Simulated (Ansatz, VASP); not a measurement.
# MoS2: VASP beside Ansatz, part 2 of 3

One calculation is typed for both programs; each brings its own data sets. How far apart do they land? The cell is taken from a series of runs on this material, whose earlier steps may have relaxed, scaled, displaced or heated it; both programs get it as it stands.

VASP 6.6.1 and Ansatz 0.2.0.

So far: Starting point; Ansatz: zone-centre phonons, PBEsol, pair 1.

**3. VASP: zone-centre phonons, PBEsol, pair 1**

Level of this step: PBEsol, no spin polarisation; plane waves and PAW (Mo_sv, S) (VASP).

The same cell, functional, mesh and smearing now go to VASP, with its own data sets.

Lines of VASP's logs that name or quote its potential files are left out, and so is its time.

The input, INCAR:

```
SYSTEM = MoS2
PREC = Accurate
ENCUT = 500
EDIFF = 1E-08
NELM = 120
ISMEAR = 1
SIGMA = 0.2
LREAL = .FALSE.
ALGO = Normal
GGA = PS
NBANDS = 19
LASPH = .TRUE.
LORBIT = 11
LWAVE = .FALSE.
LCHARG = .FALSE.
ISIF = 2
IBRION = 8
GGA_COMPAT = .FALSE.
NELMDL = -8
KPAR = 2
```

The input, POSCAR:

```
MoS2
1.0
    3.2676415725      0.0000000000      0.0000000000
   -1.6338207863      2.6951053451      0.0000000000
    0.0000000000      0.0000000000     29.5040000000
Mo S
1 2
Direct
    0.0000000000      0.0000000000      0.3389370933
    0.3388821428      0.6777642855      0.3918842860
    0.6611178573      0.3222357145      0.2859899006
```

The input, KPOINTS:

```
Automatic mesh
0
Gamma
15 15 1
0 0 0
```

The projector-augmented-wave data sets are Mo_sv and S (PBE family, release 64).

Run with:

```console
$ mpirun -np 2 vasp_std
```

Numbers of over 12 decimals in the logs are rounded to 6 here.

What it wrote:

```text
[banner, memory and clock lines left out]
running    2 mpi-ranks, on    1 nodes
 distrk:  each k-point on    1 cores,    2 groups
 distr:  one band on    1 cores,    1 groups

 POSCAR found type information on POSCAR MoS
 POSCAR found :  2 types and       3 ions
|                                                                             |
|               ----> ADVICE to this user running VASP <----                  |
|                                                                             |
|     You enforced a specific xc type in the INCAR file but a different       |
|     [... a line on the potential file left out ...]
|     I HOPE YOU KNOW WHAT YOU ARE DOING!                                     |
|                                                                             |

 LDA part: xc-table for (Slater+PW92), standard interpolation
 POSCAR, INCAR and KPOINTS ok, starting setup
 FFT: planning ... GRIDC
 FFT: planning ... GRID_SOFT
 FFT: planning ... GRID
 WAVECAR not read
 entering main loop
       N       E                     dE             d eps       ncg     rms          rms(c)
DAV:   1     0.148099464704E+03    0.14810E+03   -0.12671E+04  3432   0.997E+02
DAV:   2    -0.105702742094E+02   -0.15867E+03   -0.15503E+03  3443   0.214E+02
DAV:   3    -0.239441221648E+02   -0.13374E+02   -0.13220E+02  3345   0.566E+01
DAV:   4    -0.241375445255E+02   -0.19342E+00   -0.19175E+00  3338   0.735E+00
DAV:   5    -0.241412861926E+02   -0.37417E-02   -0.37406E-02  3284   0.101E+00
DAV:   6    -0.241414221620E+02   -0.13597E-03   -0.13597E-03  3353   0.176E-01
DAV:   7    -0.241414286027E+02   -0.64406E-05   -0.64402E-05  3336   0.341E-02
DAV:   8    -0.241414289323E+02   -0.32962E-06   -0.32973E-06  3380   0.730E-03    0.239E+01
DAV:   9    -0.231072766848E+02    0.10342E+01   -0.15525E+01  2529   0.220E+01    0.942E+00
DAV:  10    -0.229792981340E+02    0.12798E+00   -0.11372E+01  2567   0.173E+01    0.684E+00
DAV:  11    -0.225139736724E+02    0.46532E+00   -0.23665E+00  2552   0.839E+00    0.169E+00
DAV:  12    -0.225204032829E+02   -0.64296E-02   -0.10071E-01  3031   0.183E+00    0.993E-01
DAV:  13    -0.225118774240E+02    0.85259E-02   -0.54486E-02  2693   0.130E+00    0.159E-01
DAV:  14    -0.225115384105E+02    0.33901E-03   -0.18445E-03  2801   0.268E-01    0.729E-02
[...]
DAV:  23    -0.225118276338E+02   -0.92730E-05   -0.25584E-07  2798   0.167E-03    0.466E-04
DAV:  24    -0.225118320592E+02   -0.44255E-05   -0.95201E-08  2826   0.781E-04    0.468E-04
DAV:  25    -0.225118351283E+02   -0.30690E-05   -0.70641E-08  2694   0.609E-04    0.142E-04
DAV:  26    -0.225118357307E+02   -0.60247E-06   -0.57233E-09  2569   0.228E-04    0.125E-04
DAV:  27    -0.225118360255E+02   -0.29478E-06   -0.17093E-09  2133   0.153E-04    0.706E-05
DAV:  28    -0.225118360441E+02   -0.18575E-07    0.60524E-10  1813   0.496E-05    0.381E-05
DAV:  29    -0.225118360870E+02   -0.42915E-07    0.38120E-10  1776   0.698E-05    0.141E-05
DAV:  30    -0.225118360902E+02   -0.31719E-08    0.64869E-10  1618   0.279E-05
   1 F= -.22511836E+02 E0= -.22511848E+02  d E =0.369882E-04
 Linear response reoptimize wavefunctions to high precision
DAV:   1    -0.225118360922E+02   -0.20477E-08    0.66764E-10  1775   0.161E-05
DAV:   2    -0.225118360922E+02    0.49113E-10    0.68127E-10  1615   0.454E-06
 Linear response DOF=           6
 Linear response progress:
  Degree of freedom:   1/  6
       N       E                     dE             d eps       ncg     rms          rms(c)
RMM:   1    -0.780167266241E+00   -0.78017E+00    0.34947E+00  2624   0.205E+01
RMM:   2    -0.575682037549E+00    0.20449E+00   -0.27974E-01  3674   0.367E+00    0.134E-01
RMM:   3    -0.575404051589E+00    0.27799E-03   -0.60667E-03  4811   0.498E-01    0.718E-02
RMM:   4    -0.574489206991E+00    0.91484E-03   -0.58323E-04  5299   0.155E-01    0.243E-02
RMM:   5    -0.574315359217E+00    0.17385E-03   -0.84554E-05  5626   0.495E-02    0.711E-03
RMM:   6    -0.574348207309E+00   -0.32848E-04   -0.13923E-05  5182   0.166E-02    0.294E-03
RMM:   7    -0.574358693553E+00   -0.10486E-04   -0.39279E-06  5220   0.733E-03    0.141E-03
[...]
RMM:  11    -0.574377460877E+00   -0.11211E-05   -0.99598E-08  5307   0.487E-04    0.154E-05
RMM:  12    -0.574377807254E+00   -0.34638E-06    0.97728E-08  5808   0.265E-04    0.840E-06
RMM:  13    -0.574378072843E+00   -0.26559E-06   -0.13981E-07  5517   0.159E-04    0.366E-06
RMM:  14    -0.574378183116E+00   -0.11027E-06    0.20772E-07  5774   0.978E-05    0.150E-06
RMM:  15    -0.574378223875E+00   -0.40758E-07    0.47805E-08  5819   0.618E-05    0.152E-06
RMM:  16    -0.574378316363E+00   -0.92489E-07   -0.45174E-08  5311   0.454E-05    0.947E-07
RMM:  17    -0.574378316413E+00   -0.49556E-10   -0.28801E-08  5525   0.307E-05    0.222E-07
 first order change of Fermi-energy  -0.34604E-02
 force on displaced ion       1 direction 1 :  -4.819   0.000   0.000
 Linear response progress:
  Degree of freedom:   2/  6
       N       E                     dE             d eps       ncg     rms          rms(c)
RMM:   1    -0.771909773259E+00   -0.77191E+00    0.35970E+00  2593   0.206E+01
RMM:   2    -0.567896811758E+00    0.20401E+00   -0.28427E-01  3644   0.375E+00    0.138E-01
RMM:   3    -0.567391506759E+00    0.50530E-03   -0.62968E-03  4838   0.526E-01    0.714E-02
[...]
RMM:   5    -0.752308466740E+00    0.43088E-03   -0.18779E-04  5885   0.652E-02    0.143E-02
RMM:   6    -0.752375296289E+00   -0.66830E-04   -0.28116E-05  4783   0.252E-02    0.496E-03
RMM:   7    -0.752420105990E+00   -0.44810E-04   -0.38751E-06  5156   0.101E-02    0.218E-03
RMM:   8    -0.752428886289E+00   -0.87803E-05   -0.23893E-06  5289   0.464E-03    0.125E-03
RMM:   9    -0.752438278521E+00   -0.93922E-05   -0.20325E-06  4990   0.267E-03    0.773E-04
RMM:  10    -0.752438614265E+00   -0.33574E-06   -0.62325E-07  5130   0.124E-03    0.289E-04
RMM:  11    -0.752440209512E+00   -0.15952E-05   -0.74322E-07  4744   0.907E-04    0.796E-05
RMM:  12    -0.752440006893E+00    0.20262E-06   -0.45310E-07  5096   0.514E-04    0.854E-05
RMM:  13    -0.752439136172E+00    0.87072E-06   -0.20336E-07  4569   0.465E-04    0.801E-05
RMM:  14    -0.752439567740E+00   -0.43157E-06   -0.12312E-07  4884   0.225E-04    0.320E-05
RMM:  15    -0.752439877113E+00   -0.30937E-06   -0.85727E-08  5080   0.173E-04    0.188E-05
RMM:  16    -0.752440043484E+00   -0.16637E-06   -0.14686E-07  5118   0.116E-04    0.178E-05
RMM:  17    -0.752440038458E+00    0.50259E-08   -0.10169E-07  4893   0.931E-05    0.596E-06
RMM:  18    -0.752440011183E+00    0.27275E-07   -0.26608E-08  5051   0.504E-05    0.308E-06
RMM:  19    -0.752439989671E+00    0.21512E-07   -0.38904E-08  4721   0.425E-05    0.270E-06
RMM:  20    -0.752439994629E+00   -0.49576E-08    0.23064E-08  4836   0.275E-05    0.156E-06
 first order change of Fermi-energy   0.13116E-02
 force on displaced ion       1 direction 3 :   0.000  -1.111 -22.697
 Linear response progress:
  Degree of freedom:   4/  6
       N       E                     dE             d eps       ncg     rms          rms(c)
RMM:   1    -0.106922188910E+00   -0.10692E+00   -0.12796E-01 10688   0.177E+00
RMM:   2    -0.929263720178E-01    0.13996E-01   -0.12571E-02  7245   0.564E-01    0.124E-01
RMM:   3    -0.933376086368E-01   -0.41124E-03   -0.55186E-04  7098   0.129E-01    0.678E-02
RMM:   4    -0.936348323939E-01   -0.29722E-03   -0.10480E-04  7392   0.557E-02    0.141E-02
RMM:   5    -0.936185113468E-01    0.16321E-04   -0.46632E-06  7712   0.132E-02    0.591E-03
RMM:   6    -0.936020388628E-01    0.16472E-04   -0.33547E-07  7608   0.423E-03    0.248E-03
RMM:   7    -0.936071460738E-01   -0.51072E-05    0.68143E-08  7110   0.173E-03    0.150E-03
RMM:   8    -0.936123719597E-01   -0.52259E-05   -0.22241E-08  7102   0.117E-03    0.319E-04
RMM:   9    -0.936120093296E-01    0.36263E-06   -0.78396E-09  8233   0.299E-04    0.136E-04
RMM:  10    -0.936114009802E-01    0.60835E-06    0.28281E-09  7564   0.105E-04    0.394E-05
RMM:  11    -0.936114482199E-01   -0.47240E-07   -0.29314E-09  8104   0.558E-05    0.588E-06
RMM:  12    -0.936114911237E-01   -0.42904E-07   -0.32896E-09  8048   0.297E-05    0.214E-06
RMM:  13    -0.936114857593E-01    0.53644E-08   -0.74981E-09  7801   0.217E-05    0.115E-06
 first order change of Fermi-energy   0.16667E-02
 force on displaced ion       2 direction 1 :  -5.103   0.016  -0.005
 Linear response progress:
  Degree of freedom:   5/  6
       N       E                     dE             d eps       ncg     rms          rms(c)
RMM:   1    -0.104536610472E+00   -0.10454E+00   -0.12754E-01  6015   0.176E+00
RMM:   2    -0.908942209359E-01    0.13642E-01   -0.12439E-02  4058   0.566E-01    0.119E-01
RMM:   3    -0.913147700236E-01   -0.42055E-03   -0.57417E-04  3971   0.128E-01    0.670E-02
RMM:   4    -0.916066892231E-01   -0.29192E-03   -0.99315E-05  4126   0.551E-02    0.188E-02
RMM:   5    -0.916061561167E-01    0.53311E-06   -0.13048E-05  4006   0.234E-02    0.113E-02
RMM:   6    -0.915800741194E-01    0.26082E-04   -0.33992E-06  4036   0.104E-02    0.344E-03
RMM:   7    -0.915737358857E-01    0.63382E-05   -0.56597E-07  4544   0.368E-03    0.160E-03
RMM:   8    -0.915777825524E-01   -0.40467E-05   -0.50316E-08  4262   0.877E-04    0.807E-04
RMM:   9    -0.915832489983E-01   -0.54664E-05    0.30446E-08  4165   0.829E-04    0.109E-04
RMM:  10    -0.915829110712E-01    0.33793E-06    0.50822E-08  4507   0.195E-04    0.621E-05
RMM:  11    -0.915823962610E-01    0.51481E-06   -0.67054E-09  4199   0.886E-05    0.218E-05
RMM:  12    -0.915825286922E-01   -0.13243E-06   -0.20746E-08  4524   0.473E-05    0.833E-06
RMM:  13    -0.915825830297E-01   -0.54337E-07    0.88259E-11  4347   0.441E-05    0.458E-06
RMM:  14    -0.915825669962E-01    0.16033E-07   -0.71804E-09  4320   0.338E-05    0.354E-06
RMM:  15    -0.915825435961E-01    0.23400E-07   -0.41958E-08  4427   0.341E-05    0.132E-06
RMM:  16    -0.915825461871E-01   -0.25910E-08   -0.12903E-08  3940   0.249E-05    0.926E-07
 first order change of Fermi-energy  -0.84969E-01
 force on displaced ion       2 direction 2 :   0.000  -6.087  -0.392
 Linear response progress:
  Degree of freedom:   6/  6
       N       E                     dE             d eps       ncg     rms          rms(c)
RMM:   1    -0.173555520237E+00   -0.17356E+00   -0.12486E-01  6094   0.186E+00
RMM:   2    -0.156120417053E+00    0.17435E-01   -0.15023E-02  4066   0.623E-01    0.344E-01
RMM:   3    -0.156321286074E+00   -0.20087E-03   -0.99202E-04  3903   0.177E-01    0.242E-01
RMM:   4    -0.156688632275E+00   -0.36735E-03   -0.64314E-04  3776   0.146E-01    0.819E-02
RMM:   5    -0.156504121408E+00    0.18451E-03   -0.30960E-04  3756   0.104E-01    0.325E-02
RMM:   6    -0.156511523520E+00   -0.74021E-05   -0.16331E-05  4044   0.244E-02    0.831E-03
RMM:   7    -0.156507034803E+00    0.44887E-05   -0.13333E-06  4375   0.672E-03    0.373E-03
RMM:   8    -0.156506482538E+00    0.55227E-06   -0.12891E-07  4296   0.143E-03    0.171E-03
RMM:   9    -0.156508389384E+00   -0.19068E-05    0.27250E-09  4277   0.660E-04    0.734E-04
RMM:  10    -0.156509195857E+00   -0.80647E-06    0.56787E-08  4333   0.322E-04    0.147E-04
RMM:  11    -0.156508691057E+00    0.50480E-06    0.42794E-08  4163   0.156E-04    0.252E-05
RMM:  12    -0.156508761247E+00   -0.70190E-07   -0.76743E-09  4462   0.616E-05    0.170E-05
RMM:  13    -0.156508828780E+00   -0.67533E-07   -0.15239E-08  4374   0.764E-05    0.215E-05
RMM:  14    -0.156508811035E+00    0.17745E-07   -0.90112E-10  4299   0.365E-05    0.102E-05
RMM:  15    -0.156508823093E+00   -0.12058E-07   -0.20164E-08  4738   0.559E-05    0.459E-06
RMM:  16    -0.156508828460E+00   -0.53676E-08   -0.69752E-09  4398   0.331E-05    0.324E-06
 first order change of Fermi-energy  -0.36904E+00
 force on displaced ion       2 direction 3 :   0.000  -0.415 -13.182
 Linear response finished
```

From OUTCAR (step 3):

```text
ion  position               nearest neighbor table
   1  0.000  0.000  0.339-   3 2.40   2 2.40   2 2.42   3 2.42   3 2.42   2 2.42
   2  0.339  0.678  0.392-   1 2.40   1 2.42   1 2.42
   3  0.661  0.322  0.286-   1 2.40   1 2.42   1 2.42

  LATTYP: Found a base centered orthorhombic cell.
 ALAT       =     3.2676415725
 B/A-ratio  =     1.6495721977
 C/A-ratio  =     9.0291420725

 Subroutine GETGRP returns: Found  4 space group operations
 (whereof  2 operations were pure point group operations)

The static configuration has the point symmetry C_1h.
 The point group associated with its full space group is C_2h.

 Found     64 irreducible k-points:

   k-points           NKPTS =     64   k-points in BZ     NKDIM =     64   number of bands    NBANDS=     19

   dimension x,y,z NGX =    24 NGY =   24 NGZ =  216
   dimension x,y,z NGXF=    48 NGYF=   48 NGZF=  432

   ENCUT  =  500.0 eV  36.75 Ry    6.06 a.u.   5.96  5.75 53.79*2*pi/ulx,y,z

   NELECT =      26.0000    total number of electrons

 k-points in reciprocal lattice and weights: Automatic mesh
   0.00000000  0.00000000  0.00000000       0.004
   0.06666667  0.00000000  0.00000000       0.018
   0.13333333  0.00000000  0.00000000       0.018
   0.20000000  0.00000000  0.00000000       0.018
   0.26666667  0.00000000  0.00000000       0.018
   0.33333333  0.00000000  0.00000000       0.018
   0.40000000  0.00000000  0.00000000       0.018
   0.46666667  0.00000000  0.00000000       0.018
   0.00000000  0.06666667  0.00000000       0.009
[...]
0.00000000  0.46666667  0.00000000       0.009
   0.06666667  0.46666667  0.00000000       0.009

 average (electrostatic) potential at core
       1 -84.7627       2 -94.5873       3 -94.5873

  Total       -2.3327681      0.3626012     -0.0091147     -0.0000000     -0.0015120      0.0000000
  in kB      -14.3843783      2.2358816     -0.0562033     -0.0000000     -0.0093233      0.0000000
  external PRESSURE =      -4.0682333 kB  Pullay stress =       0.0000000 kB

  energy-cutoff  :      500.00
  volume of cell :      259.83
      direct lattice vectors                 reciprocal lattice vectors
     3.267641573  0.000000000  0.000000000     0.306031117  0.185521505  0.000000000
    -1.633820786  2.695105345  0.000000000     0.000000000  0.371043010  0.000000000
     0.000000000  0.000000000 29.504000000     0.000000000  0.000000000  0.033893709

 POSITION                                       TOTAL-FORCE (eV/Angst)
 -----------------------------------------------------------------------------------
      0.00000      0.00000     10.00000         0.000000      0.000000      0.000000
      0.00000      1.82665     11.56215         0.000000     -0.000601      0.004601
      1.63382      0.86846      8.43785        -0.000000      0.000601     -0.004601
 -----------------------------------------------------------------------------------
    total drift:                               -0.000000     -0.000001     -0.000003

 Eigenvectors and eigenvalues of the dynamical matrix
 ----------------------------------------------------

   1 f  =   12.037171 THz    75.631773 2PiTHz  401.516792 cm-1    49.781715 meV
             X         Y         Z           dx          dy          dz
      0.000000  0.000000 10.000000     0.000000   -0.047297   -0.631094
      0.000000  1.826646 11.562154    -0.000000    0.040315    0.546001
      1.633821  0.868459  8.437846    -0.000000    0.040315    0.546001

   2 f  =   10.699003 THz    67.223819 2PiTHz  356.880329 cm-1    44.247502 meV
             X         Y         Z           dx          dy          dz
      0.000000  0.000000 10.000000    -0.000000    0.000000    0.000000
      0.000000  1.826646 11.562154    -0.000000    0.027055    0.706589
      1.633821  0.868459  8.437846     0.000000   -0.027055   -0.706589

   3 f  =    7.887828 THz    49.560686 2PiTHz  263.109625 cm-1    32.621421 meV
             X         Y         Z           dx          dy          dz
      0.000000  0.000000 10.000000    -0.000000   -0.000000    0.000000
      0.000000  1.826646 11.562154    -0.000000    0.706589   -0.027055
      1.633821  0.868459  8.437846     0.000000   -0.706589    0.027055

   4 f  =    7.703445 THz    48.402170 2PiTHz  256.959253 cm-1    31.858873 meV
             X         Y         Z           dx          dy          dz
      0.000000  0.000000 10.000000    -0.000000    0.000000    0.000000
      0.000000  1.826646 11.562154    -0.707107   -0.000000    0.000000
      1.633821  0.868459  8.437846     0.707107    0.000000   -0.000000

   5 f  =    7.097362 THz    44.594039 2PiTHz  236.742504 cm-1    29.352316 meV
             X         Y         Z           dx          dy          dz
      0.000000  0.000000 10.000000    -0.000000    0.631160   -0.047028
      0.000000  1.826646 11.562154     0.000000   -0.545963    0.040470
      1.633821  0.868459  8.437846     0.000000   -0.545963    0.040470

   6 f  =    5.543207 THz    34.828996 2PiTHz  184.901477 cm-1    22.924851 meV
             X         Y         Z           dx          dy          dz
      0.000000  0.000000 10.000000     0.632085    0.000000   -0.000000
      0.000000  1.826646 11.562154    -0.547936   -0.000000    0.000000
      1.633821  0.868459  8.437846    -0.547936   -0.000000    0.000000

   7 f/i=    0.001410 THz     0.008862 2PiTHz    0.047048 cm-1     0.005833 meV
             X         Y         Z           dx          dy          dz
      0.000000  0.000000 10.000000     0.000000    0.233504    0.738159
      0.000000  1.826646 11.562154     0.000000    0.134814    0.426759
      1.633821  0.868459  8.437846     0.000000    0.134814    0.426759

   8 f/i=    0.006296 THz     0.039559 2PiTHz    0.210010 cm-1     0.026038 meV
             X         Y         Z           dx          dy          dz
      0.000000  0.000000 10.000000     0.774899    0.000000   -0.000000
      0.000000  1.826646 11.562154     0.446952    0.000000   -0.000000
      1.633821  0.868459  8.437846     0.446952    0.000000   -0.000000

   9 f/i=    0.006691 THz     0.042044 2PiTHz    0.223202 cm-1     0.027674 meV
             X         Y         Z           dx          dy          dz
      0.000000  0.000000 10.000000    -0.000000    0.738157   -0.233731
      0.000000  1.826646 11.562154    -0.000000    0.426761   -0.134618
      1.633821  0.868459  8.437846    -0.000000    0.426761   -0.134618

 ELASTIC MODULI CONTR FROM IONIC RELAXATION (kBar)
 Direction    XX          YY          ZZ          XY          YZ          ZX
 --------------------------------------------------------------------------------
 XX        -174.1753   -106.7727   -254.4835      0.0000     84.4043     -0.0000
 YY        -106.7727   -184.8367   -253.8414      0.0000   -109.0806      0.0000
 ZZ        -254.4835   -253.8414   -452.0015      0.0000     -8.4777      0.0000
 XY           0.0000      0.0000      0.0000    -41.8345      0.0000     91.9311
 YZ          84.4043   -109.0806     -8.4777      0.0000   -257.5468      0.0000
 ZX          -0.0000      0.0000      0.0000     91.9311      0.0000   -202.0182
 --------------------------------------------------------------------------------
```

This run has no spin polarisation, so a moment on Mo, if there is one, isn't seen.

**4. Comparison**

Known differences besides the potentials themselves: Ansatz cuts the interaction across the vacuum, VASP repeats the sheet without a dipole correction; the cutoff is 420 eV in Ansatz and 500 eV in VASP; Ansatz makes its cores anew for this functional, VASP keeps those of its PBE data sets. Total energies have different zeros and are not compared.

The two programs side by side:

```csv
quantity,Ansatz,VASP,difference
optical mode 1 (cm⁻¹),184.3,184.9,-0.30 %
optical mode 2 (cm⁻¹),236.7,236.7,-0.02 %
optical mode 3 (cm⁻¹),257.0,257.0,+0.02 %
optical mode 4 (cm⁻¹),263.1,263.1,+0.01 %
optical mode 5 (cm⁻¹),357.1,356.9,+0.06 %
optical mode 6 (cm⁻¹),401.1,401.5,-0.12 %
```

Modes are paired by rising frequency, not by their patterns, so a pair may set unlike modes beside each other; they are those without the splitting of longitudinal modes. Where the cell holds vacuum, a pressure given here is an average over it and none of the material.

(Part 2 of 3 ends here.)

[Lines on the potential files, build, host, timing and source positions are cut from VASP's logs without a mark.]

[Logs are printed without paths, hosts, clocks, repeated set-up lines and the standing remarks that a program may print on its own settings, such as how far it seeks lower states.]

[Hosts, paths, dates, database ids (printed as entryN), source tags and the programs' standing remarks are cut or masked in the printed files.]
